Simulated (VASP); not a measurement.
Here is the system:

```xyz
2
Lattice="0.0000 3.0929 3.0929 3.0929 0.0000 3.0929 3.0929 3.0929 0.0000" Properties=species:S:1:pos:R:3 pbc="T T T"
In     0.0000     0.0000     0.0000
As     1.5465     1.5465     1.5465
```

These are PBE GGA with spin-orbit coupling, VASP's PBE PAW potentials (set 64) (plane waves; VASP 6.6.1) values and carry that method's errors. Numerical set-up: 400 eV cut-off, 9×9×9 Γ-centred mesh, Gaussian smearing of 0.050 eV, potentials In_d As.

### Question
Give the energies of bands 13 to 25 at the high-symmetry points, in eV from the Fermi level.

### Answer

| band | Γ | X | U | L | W |
|---|---|---|---|---|---|
| 13 | -0.65 | -5.67 | -5.57 | -5.54 | -5.57 |
| 14 | -0.65 | -5.67 | -5.52 | -5.54 | -5.51 |
| 15 | -0.33 | -2.22 | -3.08 | -1.12 | -2.84 |
| 16 | -0.33 | -2.22 | -3.07 | -1.12 | -2.76 |
| 17 | 0.00 | -2.21 | -1.88 | -0.89 | -2.74 |
| 18 | 0.00 | -2.21 | -1.87 | -0.89 | -2.64 |
| 19 | 0.00 | 1.55 | 2.01 | 0.70 | 3.72 |
| 20 | 0.00 | 1.55 | 2.01 | 0.70 | 3.88 |
| 21 | 3.46 | 1.93 | 3.97 | 4.43 | 4.15 |
| 22 | 3.46 | 1.93 | 4.03 | 4.43 | 4.17 |
| 23 | 3.91 | 8.57 | 6.78 | 4.61 | 4.56 |
| 24 | 3.91 | 8.59 | 6.96 | 4.61 | 4.82 |
| 25 | 3.91 | 8.62 | 7.06 | 6.65 | 5.92 |

It has no gap at this level: it comes out as a metal or semimetal.

The compound is InAs in the zinc blende structure. It was relaxed first, which changed the volume by +6 %.
